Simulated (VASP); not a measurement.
Method: G0W0 on PBE orbitals, VASP's PBE PAW potentials (set 64) (plane waves; VASP).

The input files of a VASP run:

### KPOINTS
```
Automatic
0
Gamma
  4 4 4
0 0 0
```

File POSCAR:
```
SrTe
1.0
  0.0000000000   3.3300000000   3.3300000000
  3.3300000000   0.0000000000   3.3300000000
  3.3300000000   3.3300000000   0.0000000000
Sr Te
1 1
direct
  0.0000000000   0.0000000000   0.0000000000
  0.5000000000   0.5000000000   0.5000000000
```

INCAR:
```
SYSTEM = SrTe
PREC = Normal
ENCUT = 500
ALGO = EVGW0
LREAL = .FALSE.
LASPH = .TRUE.
ISMEAR = 0
SIGMA = 0.01
GGA = PE
LWAVE = .FALSE.
LCHARG = .FALSE.
NELMGW = 1
NBANDS = 160
NOMEGA = 64
ENCUTGW = 200
NBANDSGW = 16
LSPECTRALGW = .TRUE.
```

POTCAR, in this order: Sr_sv_GW Te_GW (PBE.64 set). Program: vasp_std. Read from the step before: WAVECAR, WAVEDER.

The run wrote:

### OUTCAR
```
 ion  position               nearest neighbor table
   1  0.000  0.000  0.000-   2 3.33   2 3.33   2 3.33   2 3.33   2 3.33   2 3.33
   2  0.500  0.500  0.500-   1 3.33   1 3.33   1 3.33   1 3.33   1 3.33   1 3.33
  LATTYP: Found a face centered cubic cell.
 ALAT       =     6.6600000000
 Subroutine PRICEL returns:
 Original cell was already a primitive cell.
 Subroutine GETGRP returns: Found 48 space group operations
The static configuration has the point symmetry O_h .
The dynamic configuration has the point symmetry O_h .
 Subroutine INISYM returns: Found 48 space group operations
 Subroutine IBZKPT returns following result:
 Found      8 irreducible k-points:

 Following reciprocal coordinates:
            Coordinates               Weight
  0.000000  0.000000  0.000000      1.000000
  0.250000  0.000000  0.000000      8.000000
  0.500000  0.000000  0.000000      4.000000
  0.250000  0.250000  0.000000      6.000000
  0.500000  0.250000  0.000000     24.000000
 -0.250000  0.250000  0.000000     12.000000
  0.500000  0.500000  0.000000      3.000000
 -0.250000  0.500000  0.250000      6.000000
 Subroutine IBZKPT_HF returns following result:
...
```

File OSZICAR:
```
energies w=
    0.000    0.000    0.747    0.000    1.493    0.000    2.235    0.000
    2.972    0.000    3.703    0.000    4.427    0.000    5.142    0.000
    5.848    0.000    6.545    0.000    7.233    0.000    7.910    0.000
    8.579    0.000    9.238    0.000    9.890    0.000   10.533    0.000
   11.170    0.000   11.802    0.000   12.428    0.000   13.051    0.000
   13.671    0.000   14.291    0.000   14.910    0.000   15.532    0.000
   16.156    0.000   16.786    0.000   17.422    0.000   18.066    0.000
   18.721    0.000   19.388    0.000   20.070    0.000   20.769    0.000
   21.488    0.000   22.230    0.000   22.999    0.000   23.797    0.000
   24.630    0.000   25.502    0.000   26.419    0.000   27.386    0.000
   28.412    0.000   29.504    0.000   30.674    0.000   31.931    0.000
   33.290    0.000   34.768    0.000   36.384    0.000   38.164    0.000
   40.137    0.000   42.341    0.000   44.822    0.000   47.642    0.000
   50.879    0.000   54.638    0.000   59.058    0.000   64.334    0.000
   70.744    0.000   78.694    0.000   88.812    0.000  102.113    0.000
  120.358    0.000  146.888    0.000  188.919    0.000  265.444    0.000
NQ=   1    0.0000    0.0000    0.0000,
 performed        196000 updates of chi_q(r,r)
NQ=   2    0.2500    0.0000    0.0000,
 performed        576000 updates of chi_q(r,r)
NQ=   3    0.5000    0.0000    0.0000,
 performed        864000 updates of chi_q(r,r)
NQ=   4    0.2500    0.2500    0.0000,
 performed       1209000 updates of chi_q(r,r)
NQ=   5    0.5000    0.2500    0.0000,
 performed       1671000 updates of chi_q(r,r)
NQ=   6   -0.2500    0.2500    0.0000,
 performed       2082000 updates of chi_q(r,r)
NQ=   7    0.5000    0.5000    0.0000,
 performed       2350000 updates of chi_q(r,r)
NQ=   8   -0.2500    0.5000    0.2500,
 performed       2700000 updates of chi_q(r,r)
 resolving degeneracies of screened two electron integrals
```

File OUTCAR:
```


 k-point   1 :       0.0000    0.0000    0.0000
  band No.  KS-energies  QP-energies   sigma(KS)   V_xc(KS)     V^pw_x(r,r')   Z            occupation Imag(sigma)

      1     -31.0773     -32.0106     -19.1003     -17.4729     -28.9610       0.5735       2.0000       0.8805
      2     -13.0654     -14.7332     -18.8694     -16.5728     -23.0222       0.7262       2.0000       0.2709
      3     -13.0654     -14.7332     -18.8694     -16.5728     -23.0222       0.7262       2.0000       0.2709
      4     -13.0654     -14.7332     -18.8694     -16.5728     -23.0222       0.7262       2.0000       0.2709
      5      -6.4045      -7.2301     -12.1191     -10.9357     -17.1672       0.6976       2.0000       1.2075
      6       3.5649       2.7514     -11.6702     -10.6063     -12.7741       0.7646       2.0000       0.1016
      7       3.5649       2.7514     -11.6702     -10.6063     -12.7741       0.7646       2.0000       0.1016
      8       3.5649       2.7514     -11.6702     -10.6063     -12.7741       0.7646       2.0000       0.1016
      9       6.4214       6.7910      -7.5643      -8.0339      -3.9832       0.7872       0.0000      -0.1205
     10       6.8465       7.3658      -8.2188      -8.8927      -4.3390       0.7706       0.0000      -0.1405
     11       6.8465       7.3658      -8.2188      -8.8927      -4.3390       0.7706       0.0000      -0.1405
     12       6.8465       7.3658      -8.2188      -8.8927      -4.3390       0.7706       0.0000      -0.1405
     13       7.4964       8.2029      -9.3322     -10.2483      -5.5252       0.7712       0.0000      -0.1318
     14       7.4964       8.2029      -9.3322     -10.2483      -5.5252       0.7712       0.0000      -0.1318
     15      11.0213      10.9804      -6.0445      -5.9916      -1.5464       0.7738       0.0000      -0.3730
     16      15.4535      15.8048      -8.0458      -8.5008      -2.7647       0.7720       0.0000      -0.6886

 k-point   2 :       0.2500    0.0000    0.0000
  band No.  KS-energies  QP-energies   sigma(KS)   V_xc(KS)     V^pw_x(r,r')   Z            occupation Imag(sigma)

      1     -31.0751     -32.0103     -19.1021     -17.4761     -28.9627       0.5751       2.0000       0.8819
      2     -13.1309     -14.7671     -18.7237     -16.4410     -22.9485       0.7168       2.0000       0.3172
      3     -13.0682     -14.7322     -18.8615     -16.5677     -23.0150       0.7254       2.0000       0.2679
      4     -13.0682     -14.7322     -18.8615     -16.5677     -23.0150       0.7254       2.0000       0.2679
      5      -6.1013      -6.9078     -12.3792     -11.2376     -17.2687       0.7065       2.0000       1.1389
      6       1.8267       0.9537     -10.6675      -9.4994     -12.1531       0.7474       2.0000       0.1456
      7       2.9161       2.1124     -11.3568     -10.2969     -12.5693       0.7582       2.0000       0.1132
      8       2.9161       2.1124     -11.3568     -10.2969     -12.5693       0.7582       2.0000       0.1132
      9       6.7943       7.1628      -7.6899      -8.1643      -3.9639       0.7767       0.0000      -0.1353
     10       7.5836       8.1710      -8.5013      -9.2691      -4.4119       0.7650       0.0000      -0.1573
     11       7.5836       8.1710      -8.5013      -9.2691      -4.4119       0.7650       0.0000      -0.1573
     12       8.7319       9.1848      -8.6379      -9.2332      -4.6104       0.7607       0.0000      -0.1749
     13       8.9447       9.6587      -9.6736     -10.6141      -5.5703       0.7591       0.0000      -0.1647
     14       8.9447       9.6587      -9.6736     -10.6141      -5.5703       0.7591       0.0000      -0.1647
     15      11.8896      12.3964      -8.3959      -9.0724      -3.5823       0.7491       0.0000      -0.3534
     16      13.0179      13.5979      -8.9761      -9.7535      -4.0292       0.7460       0.0000      -0.4214

 k-point   3 :       0.5000    0.0000    0.0000
  band No.  KS-energies  QP-energies   sigma(KS)   V_xc(KS)     V^pw_x(r,r')   Z            occupation Imag(sigma)

      1     -31.0729     -32.0091     -19.1038     -17.4793     -28.9643       0.5763       2.0000       0.8833
      2     -13.1939     -14.8146     -18.5908     -16.3206     -22.8822       0.7139       2.0000       0.3613
      3     -13.0710     -14.7290     -18.8533     -16.5626     -23.0076       0.7238       2.0000       0.2647
      4     -13.0710     -14.7290     -18.8533     -16.5626     -23.0076       0.7238       2.0000       0.2647
      5      -5.7626      -6.5433     -12.6755     -11.5957     -17.3951       0.7230       2.0000       1.0616
      6       0.7290      -0.2216     -10.3317      -9.0308     -12.3233       0.7307       2.0000       0.2124
      7       2.4627       1.6407     -11.2399     -10.1447     -12.6179       0.7505       2.0000       0.1282
      8       2.4627       1.6407     -11.2399     -10.1447     -12.6179       0.7505       2.0000       0.1282
      9       7.4328       7.6077      -7.1502      -7.3745      -3.5923       0.7796       0.0000      -0.1368
     10       8.7422       9.4279      -8.9808      -9.8977      -4.4157       0.7479       0.0000      -0.2048
     11       8.9223       9.7469      -9.3485     -10.4552      -4.6715       0.7451       0.0000      -0.2095
     12       8.9223       9.7469      -9.3485     -10.4552      -4.6715       0.7451       0.0000      -0.2095
     13      10.2470      10.5151      -7.8493      -8.2010      -3.7399       0.7622       0.0000      -0.2133
     14      10.2470      10.5151      -7.8493      -8.2010      -3.7399       0.7622       0.0000      -0.2133
     15      11.4522      12.4810     -11.0329     -12.4492      -6.1009       0.7264       0.0000      -0.2814
     16      11.4522      12.4810     -11.0329     -12.4492      -6.1009       0.7264       0.0000      -0.2814

 k-point   4 :       0.2500    0.2500    0.0000
  band No.  KS-energies  QP-energies   sigma(KS)   V_xc(KS)     V^pw_x(r,r')   Z            occupation Imag(sigma)

      1     -31.0743     -32.0112     -19.1028     -17.4771     -28.9632       0.5763       2.0000       0.8828
      2     -13.1178     -14.7564     -18.7517     -16.4663     -22.9587       0.7170       2.0000       0.3001
      3     -13.0827     -14.7467     -18.8452     -16.5430     -23.0059       0.7228       2.0000       0.2771
      4     -13.0827     -14.7467     -18.8452     -16.5430     -23.0059       0.7228       2.0000       0.2771
      5      -6.0882      -6.8847     -12.3577     -11.2316     -17.2545       0.7072       2.0000       1.1399
      6       1.7283       0.8448     -10.7936      -9.6058     -12.3971       0.7438       2.0000       0.1548
      7       3.0669       2.2236     -11.4093     -10.3015     -12.6276       0.7612       2.0000       0.1099
      8       3.0669       2.2236     -11.4093     -10.3015     -12.6276       0.7612       2.0000       0.1099
      9       5.8840       6.2434      -7.6846      -8.1454      -4.0925       0.7799       0.0000      -0.1250
     10       7.4550       7.9604      -8.3335      -8.9845      -4.5357       0.7763       0.0000      -0.1339
     11       7.8983       8.6636      -9.5312     -10.5275      -5.5881       0.7682       0.0000      -0.1402
     12       8.6110       9.3104      -9.0597      -9.9885      -4.6785       0.7530       0.0000      -0.1885
     13       8.6110       9.3104      -9.0597      -9.9885      -4.6785       0.7530       0.0000      -0.1885
     14      10.7627      11.0843      -8.2772      -8.7036      -3.9234       0.7543       0.0000      -0.2665
     15      11.6956      12.5558     -10.3188     -11.4969      -5.3563       0.7301       0.0000      -0.2998
     16      12.9294      13.4272      -8.5153      -9.1733      -3.7232       0.7565       0.0000      -0.4098

 k-point   5 :       0.5000    0.2500    0.0000
  band No.  KS-energies  QP-energies   sigma(KS)   V_xc(KS)     V^pw_x(r,r')   Z            occupation Imag(sigma)

      1     -31.0721     -32.0182     -19.1047     -17.4803     -28.9647       0.5824       2.0000       0.8846
      2     -13.1587     -14.7996     -18.6888     -16.3944     -22.9249       0.7152       2.0000       0.3264
      3     -13.1004     -14.7581     -18.8128     -16.5096     -22.9841       0.7198       2.0000       0.2816
      4     -13.0857     -14.7458     -18.8375     -16.5375     -22.9993       0.7218       2.0000       0.2740
      5      -5.8592      -6.6317     -12.5148     -11.4406     -17.3101       0.7191       2.0000       1.0916
      6       1.3386       0.4008     -10.6194      -9.3531     -12.3958       0.7407       2.0000       0.1726
      7       2.2234       1.3441     -11.0359      -9.8661     -12.5051       0.7517       2.0000       0.1339
      8       2.6353       1.7879     -11.3301     -10.2067     -12.6874       0.7543       2.0000       0.1225
      9       6.4921       6.8619      -7.9048      -8.3811      -4.2154       0.7766       0.0000      -0.1327
     10       8.8463       9.4382      -8.6952      -9.4768      -4.3731       0.7573       0.0000      -0.1856
     11       9.0230       9.5016      -8.3883      -9.0173      -4.2561       0.7610       0.0000      -0.1795
     12       9.1281       9.9475      -9.6960     -10.7832      -5.3467       0.7537       0.0000      -0.1805
     13       9.3165      10.1305      -9.4662     -10.5576      -4.8704       0.7458       0.0000      -0.2124
     14       9.6355      10.3634      -9.4006     -10.3740      -4.8928       0.7478       0.0000      -0.2130
     15      11.4191      12.1756      -9.7548     -10.7753      -5.0422       0.7412       0.0000      -0.2904
     16      12.4226      12.8353      -8.3894      -8.9347      -3.7162       0.7568       0.0000      -0.3691

 k-point   6 :      -0.2500    0.2500    0.0000
  band No.  KS-energies  QP-energies   sigma(KS)   V_xc(KS)     V^pw_x(r,r')   Z            occupation Imag(sigma)

      1     -31.0729     -32.0125     -19.1039     -17.4792     -28.9642       0.5784       2.0000       0.8837
      2     -13.1540     -14.7852     -18.6742     -16.3971     -22.9221       0.7164       2.0000       0.3299
      3     -13.1042     -14.7624     -18.8135     -16.5042     -22.9849       0.7180       2.0000       0.2858
      4     -13.0712     -14.7277     -18.8536     -16.5621     -23.0086       0.7229       2.0000       0.2648
      5      -5.8688      -6.6466     -12.5464     -11.4577     -17.3324       0.7144       2.0000       1.0896
...
```
(Selected blocks of OUTCAR.)

The mesh is coarse and the basis finite, so the quasiparticle values are not converged.

The compound is SrTe in the rock salt structure. The cell was not relaxed at this level.
